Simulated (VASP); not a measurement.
Data:

```yaml
crystal:
  lattice:
    - [1.65750, -2.87087, 0.00000]
    - [1.65750, 2.87087, 0.00000]
    - [0.00000, 0.00000, 5.31420]
  atoms:
    - { symbol: Zn, position: [0.66667, 0.33333, 0.50000] }
    - { symbol: Zn, position: [0.33333, 0.66667, 0.00000] }
    - { symbol: O, position: [0.66667, 0.33333, 0.88200] }
    - { symbol: O, position: [0.33333, 0.66667, 0.38200] }
```

These are PBE GGA, VASP's PBE PAW potentials (set 64) (plane waves; VASP) values and carry that method's errors. Run with 520 eV cut-off, 6×6×3 Γ-centred mesh, Gaussian smearing of 0.050 eV, potentials Zn O.

### Question
Give the stress tensor in GPa (positive for a compressed cell).

### Answer

```
-2.42   0.00   0.00
 0.00  -2.42   0.00
 0.00   0.00  -2.09
```
The pressure is its mean diagonal, -2.31 GPa.

The compound is ZnO in the wurtzite structure. The cell was not relaxed at this level.
